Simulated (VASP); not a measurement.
# NdMnPO (P4/nmm) in VASP: reference runs

How does NdMnPO come out in PBE? The cell is run as given.

All numbers are computed with VASP 6.6.1; they aren't measurements. Logs are shortened: lines on timing, memory, paths and dates and some standing lists are left out, and cuts for length are marked.

## 1. The crystal as given

It takes space group P4/nmm (No. 129, tetragonal). Conventional cell: a = 4.105 Å, b = 4.105 Å, c = 8.909 Å, α = 90.00°, β = 90.00°, γ = 90.00°. Nd (site symmetry 4mm) is surrounded by 4 O at 2.36 Å. Around Mn (site symmetry -4m2) lie 4 P at 2.57 Å and 4 Mn at 2.90 Å. Around P (site symmetry 4mm) lie 4 Mn at 2.57 Å. Around O (site symmetry -4m2) lie 4 Nd at 2.36 Å.

The cell comes from a database or a generator and needn't be the stable form of this composition.

## 2. Single point, PBE, collinear spin, ferromagnetic start

INCAR reads:

```
  PREC = Accurate
  ENCUT = 520
  EDIFF = 1E-7
  ISMEAR = -1
  SIGMA = 0.05
  LREAL = False
  LASPH = True
  NELM = 100
  ALGO = Normal
  ISIF = 2
  LWAVE = False
  LCHARG = False
  ISPIN = 2
  MAGMOM = 3 3 4 4 0 0 0 0
  LORBIT = 11
  LMAXMIX = 6
  GGA = PE
  NBANDS = 52
```

KPOINTS reads:

```
regular mesh
0
Gamma
  7 7 3
```

POSCAR reads:

```
NdMnPO
1.0
    4.1045560000      0.0000000000      0.0000000000
    0.0000000000      4.1045560000      0.0000000000
    0.0000000000      0.0000000000      8.9088370000
Nd Mn P O
2 2 2 2
Direct
    0.5000000000      0.0000000000      0.1297580000
    0.0000000000      0.5000000000      0.8702420000
    0.0000000000      0.0000000000      0.5000000000
    0.5000000000      0.5000000000      0.5000000000
    0.5000000000      0.0000000000      0.6732250000
    0.0000000000      0.5000000000      0.3267750000
    0.0000000000      0.0000000000      0.0000000000
    0.5000000000      0.5000000000      0.0000000000
```

Potentials or basis: VASP PAW PBE potentials, release 64 (Nd, Mn_pv, P, O).

Started as:

```console
$ cat potpaw_PBE.64/Nd/POTCAR potpaw_PBE.64/Mn_pv/POTCAR potpaw_PBE.64/P/POTCAR potpaw_PBE.64/O/POTCAR > POTCAR
$ mpirun -np 1 vasp_std > vasp.out
```

OUTCAR:

```text
PREC = Accurate
   ENCUT = 520
   EDIFF = 1E-7
   ISMEAR = -1
   LREAL = False
   LASPH = True
   NELM = 100
   ISIF = 2
   ISPIN = 2
   LORBIT = 11
   GGA = PE

 ion  position               nearest neighbor table
   1  0.500  0.000  0.130-   7 2.36   8 2.36   8 2.36   7 2.36
   2  0.000  0.500  0.870-   7 2.36   8 2.36   7 2.36   8 2.36
   3  0.000  0.000  0.500-   5 2.57   6 2.57   6 2.57   5 2.57   4 2.90   4 2.90   4 2.90   4 2.90

   4  0.500  0.500  0.500-   5 2.57   6 2.57   5 2.57   6 2.57   3 2.90   3 2.90   3 2.90   3 2.90

   5  0.500  0.000  0.673-   3 2.57   4 2.57   4 2.57   3 2.57
   6  0.000  0.500  0.327-   3 2.57   4 2.57   3 2.57   4 2.57
   7  0.000  0.000  0.000-   1 2.36   2 2.36   2 2.36   1 2.36
   8  0.500  0.500  0.000-   1 2.36   2 2.36   1 2.36   2 2.36

  LATTYP: Found a simple tetragonal cell.
 ALAT       =     4.1045560000
 C/A-ratio  =     2.1704751988

  Lattice vectors:

 A1 = (   4.1045560000,   0.0000000000,   0.0000000000)
 A2 = (   0.0000000000,   4.1045560000,   0.0000000000)
 A3 = (   0.0000000000,   0.0000000000,   8.9088370000)

Analysis of symmetry for initial positions (statically):
=====================================================================
 Subroutine PRICEL returns:
 Original cell was already a primitive cell.

 Routine SETGRP: Setting up the symmetry group for a
 simple tetragonal supercell.

 Subroutine GETGRP returns: Found 16 space group operations
 (whereof  8 operations were pure point group operations)
 out of a pool of 16 trial point group operations.

The static configuration has the point symmetry D_2d.
 The point group associated with its full space group is D_4h.

Analysis of symmetry for dynamics (positions and initial velocities):
=====================================================================
 Subroutine PRICEL returns:
 Original cell was already a primitive cell.

 Routine SETGRP: Setting up the symmetry group for a
 simple tetragonal supercell.

 Subroutine GETGRP returns: Found 16 space group operations
 (whereof  8 operations were pure point group operations)
 out of a pool of 16 trial point group operations.

The dynamic configuration has the point symmetry D_2d.
 The point group associated with its full space group is D_4h.

Analysis of structural, dynamic, and magnetic symmetry:
=====================================================================
 Subroutine PRICEL returns:
 Original cell was already a primitive cell.

 Routine SETGRP: Setting up the symmetry group for a
 simple tetragonal supercell.

 Subroutine GETGRP returns: Found 16 space group operations
 (whereof  8 operations were pure point group operations)
 out of a pool of 16 trial point group operations.

The overall configuration has the point symmetry D_2d.
 The point group associated with its full space group is D_4h.

 Subroutine INISYM returns: Found 16 space group operations
 (whereof  8 operations are pure point group operations),
 and found     1 'primitive' translations

----------------------------------------------------------------------------------------

                                     Primitive cell

  volume of cell :     150.0906

  direct lattice vectors                    reciprocal lattice vectors
     4.104556000  0.000000000  0.000000000     0.243631711  0.000000000  0.000000000
     0.000000000  4.104556000  0.000000000     0.000000000  0.243631711  0.000000000
     0.000000000  0.000000000  8.908837000     0.000000000  0.000000000  0.112248097

  length of vectors
     4.104556000  4.104556000  8.908837000     0.243631711  0.243631711  0.112248097

  position of ions in fractional coordinates (direct lattice)
     0.500000000  0.000000000  0.129758000
     0.000000000  0.500000000  0.870242000
     0.000000000  0.000000000  0.500000000
     0.500000000  0.500000000  0.500000000
     0.500000000  0.000000000  0.673225000
     0.000000000  0.500000000  0.326775000
     0.000000000  0.000000000  0.000000000
     0.500000000  0.500000000  0.000000000

  ion indices of the primitive-cell ions
[... 63 lines left out ...]
   ions per type =               2   2   2   2
   NGX,Y,Z   is equivalent  to a cutoff of  12.96, 12.96, 13.06 a.u.
   NGXF,Y,Z  is equivalent  to a cutoff of  25.92, 25.92, 26.13 a.u.
 SYSTEM =  unknown system
   PREC   = accura    normal or accurate (medium, high low for compatibility)
   ISTART =      0    job   : 0-new  1-cont  2-samecut
   ICHARG =      2    charge: 1-file 2-atom 10-const
   ISPIN  =      2    spin polarized calculation?
   LNONCOLLINEAR =      F non collinear calculations
   LSORBIT =      F    spin-orbit coupling
   LASPH  =      T    aspherical Exc in radial PAW
   ENCUT  =  520.0 eV  38.22 Ry    6.18 a.u.   7.63  7.63 16.56*2*pi/ulx,y,z
   NELM   =    100;   NELMIN=  2; NELMDL= -5     # of ELM steps
   EDIFF  = 0.1E-06   stopping-criterion for ELM
   LREAL  =      F    real-space projection
   EDIFFG = 0.1E-05   stopping-criterion for IOM
   NSW    =      0    number of steps for IOM
   IBRION =     -1    ionic relax: 0-MD 1-quasi-New 2-CG
   NFREE  =      0    steps in history (QN), initial steepest desc. (CG)
   ISIF   =      2    stress and relaxation
   ISYM   =      2    0-nonsym 1-usesym 2-fastsym
   POTIM  = 0.5000    time-step for ionic-motion
   TEBEG  =    0.0;   TEEND  =   0.0 temperature during run
   PSTRESS=    0.0 pullay stress
   NELECT =      76.0000    total number of electrons
   NUPDOWN=      -1.0000    fix difference up-down
   EMIN   =  10.00;   EMAX   =-10.00  energy-range for DOS
   EFERMI =   0.00;   METHOD = LEGACY
   ISMEAR =    -1;   SIGMA  =   0.05  broadening in eV -4-tet -1-fermi 0-gaus
   EFERMI_NEDOS =   21; number of points for ismear=-14 and -15
   IALGO  =     38    algorithm
   IMIX   =      4    mixing-type and parameters
     AMIX     =   0.40;   BMIX     =  1.00
     AMIX_MAG =   1.60;   BMIX_MAG =  1.00
  volume/ion in A,a.u.               =      18.76       126.61
  Fermi-wavevector in a.u.,A,eV,Ry     =   1.304853  2.465815 23.165840  1.702641
  Thomas-Fermi vector in A             =   2.435761
   LORBIT       =     11    0 simple, 1 ext, 2 COOP (PROOUT), +10 PAW based schemes
   GGA     = PE    functional components
   LHFCALC =     F    Hartree Fock is set to
   AEXX    =    0.0000 exact exchange contribution
   IVDW    =     0    specifies the selected vdW correction
   LEPSILON=     F    determine dielectric tensor
   LRPA    =     F    only Hartree local field effects (RPA)
 spin polarized calculation
  energy-cutoff  :      520.00
  volume of cell :      150.09
 maximum number of plane-waves:      4065
 NGX is ok and might be reduce to    32
   NGX = 15   NGY = 15   NGZ = 33

 number of electron      76.0000015 magnetization      13.6232786

 Free energy of the ion-electron system (eV)
  ---------------------------------------------------
  ext. energy  EPLUGINS =         0.00000000
  ---------------------------------------------------
  free energy    TOTEN  =       -65.20296002 eV

  energy without entropy =      -65.13546020  energy(sigma->0) =      -65.16921011

 E-fermi :   5.3016     XC(G=0): -10.4355

 val. band max:        5.2893570715   @ k =   0.4286   0.1429   0.0000
 cond. band min:       5.3161254505   @ k =   0.1429   0.1429   0.0000
 fundamental gap:      0.0267683790
 Fermi energy:         5.3016188673

 spin component 1

 k-point     1 :       0.0000    0.0000    0.0000
  band No.  band energies     occupation
      1     -44.6913      1.00000
      2     -44.6771      1.00000
      3     -44.4490      1.00000
      4     -44.4490      1.00000
      5     -44.3810      1.00000
      6     -44.3810      1.00000
[... 1049 lines left out ...]
     49       5.5302      0.01024
     50       5.5490      0.00705
 Fermi energy:         5.3016188673

 spin component 2

 k-point     1 :       0.0000    0.0000    0.0000
  band No.  band energies     occupation
      1     -40.8402      1.00000
      2     -40.8226      1.00000
      3     -40.7673      1.00000
      4     -40.7673      1.00000
      5     -40.6879      1.00000
      6     -40.6879      1.00000
[... 1049 lines left out ...]
     49       7.8165      0.00000
     50       7.8298      0.00000
 [bands above 50 left out]

------------------------ aborting loop because EDIFF is reached ----------------------------------------

  FORCE on cell =-STRESS in cart. coord.  units (eV):
  Direction    XX          YY          ZZ          XY          YZ          ZX
  --------------------------------------------------------------------------------------
  -------------------------------------------------------------------------------------
  Total       -7.0745625     -7.0745625     -7.8054634      0.0000000      0.0000000      0.0000000
  in kB      -75.5190963    -75.5190963    -83.3212721      0.0000000      0.0000000      0.0000000
  external PRESSURE =     -78.1198215 kB  Pullay stress =       0.0000000 kB

 VOLUME and BASIS-vectors are now :
 -----------------------------------------------------------------------------
  energy-cutoff  :      520.00
  volume of cell :      150.09
      direct lattice vectors                 reciprocal lattice vectors
     4.104556000  0.000000000  0.000000000     0.243631711  0.000000000  0.000000000
     0.000000000  4.104556000  0.000000000     0.000000000  0.243631711  0.000000000
     0.000000000  0.000000000  8.908837000     0.000000000  0.000000000  0.112248097

 POSITION                                       TOTAL-FORCE (eV/Angst)
 -----------------------------------------------------------------------------------
      2.05228      0.00000      1.15599        -0.000000      0.000000     -0.222643
      0.00000      2.05228      7.75284        -0.000000     -0.000000      0.222643
      0.00000      0.00000      4.45442        -0.000000     -0.000000     -0.000000
      2.05228      2.05228      4.45442         0.000000      0.000000     -0.000000
      2.05228      0.00000      5.99765        -0.000000     -0.000000     -1.690502
      0.00000      2.05228      2.91119        -0.000000     -0.000000      1.690502
      0.00000      0.00000      0.00000        -0.000000     -0.000000     -0.000000
      2.05228      2.05228      0.00000        -0.000000      0.000000     -0.000000
 -----------------------------------------------------------------------------------
    total drift:                                0.000000      0.000000      0.000000

  FREE ENERGIE OF THE ION-ELECTRON SYSTEM (eV)
  ---------------------------------------------------
  free  energy   TOTEN  =       -65.2029600192 eV

  energy  without entropy=      -65.1354602025  energy(sigma->0) =      -65.16921011

 total charge

# of ion       s       p       d       f       tot
--------------------------------------------------
    1        1.979   5.433   0.460   3.175  11.047
    2        1.979   5.433   0.460   3.175  11.047
    3        0.265   6.211   4.969   0.000  11.445
    4        0.265   6.211   4.969   0.000  11.445
    5        1.036   1.415   0.000   0.000   2.451
    6        1.036   1.415   0.000   0.000   2.451
    7        1.567   3.446   0.000   0.000   5.013
    8        1.567   3.446   0.000   0.000   5.013
--------------------------------------------------
tot          9.695  33.009  10.858   6.351  59.912

 magnetization (x)

# of ion       s       p       d       f       tot
--------------------------------------------------
    1       -0.015  -0.120   0.044   3.006   2.916
    2       -0.015  -0.120   0.044   3.006   2.916
    3        0.029   0.031   3.470   0.000   3.530
    4        0.029   0.031   3.470   0.000   3.530
    5       -0.001  -0.078   0.000   0.000  -0.080
    6       -0.001  -0.078   0.000   0.000  -0.080
    7       -0.002  -0.049   0.000   0.000  -0.051
    8       -0.002  -0.049   0.000   0.000  -0.051
--------------------------------------------------
tot          0.022  -0.432   7.029   6.013  12.631
```

Run time: 10 min. Hardware: 1 thread of Intel Xeon Platinum 8488C (Sapphire Rapids), shared host; peak memory 0.47 GiB.

Results:

```yaml
Free_energy: -65.2030 eV
Pressure: -7.8 GPa
Largest_force: 1.691 eV/Å
Band_gap_on_the_k_mesh: none (metal or under the smearing width)
Net_moment: 13.62 μB per cell
Site_moments: Nd +2.92; Mn +3.53; P -0.08; O -0.05 μB
Valence_electrons_inside_the_program's_atomic_spheres: Nd 11.05; Mn 11.45; P 2.45; O 5.01
```

Forces in eV/Å, atoms in the order of the input:
```
Nd   0.000  0.000 -0.223
Nd   0.000  0.000  0.223
Mn   0.000  0.000  0.000
Mn   0.000  0.000  0.000
P    0.000  0.000 -1.691
P    0.000  0.000  1.691
O    0.000  0.000  0.000
O    0.000  0.000  0.000
```

Stress tensor (GPa, compression positive):
```
-7.55  0.00  0.00
 0.00 -7.55  0.00
 0.00  0.00 -8.33
```

Caveat: the magnetic or orbital state may not be the lowest; spin-orbit coupling is left out, which moves the levels of the heavy elements; without U or exact exchange the open f shell lies at the Fermi level, which spoils levels, moments and volumes; only a ferromagnetic start was run, and an antiferromagnetic order may lie lower in energy; forces of over 1 eV/Å show positions far from the minimum, so gaps and moduli don't describe the material at rest.
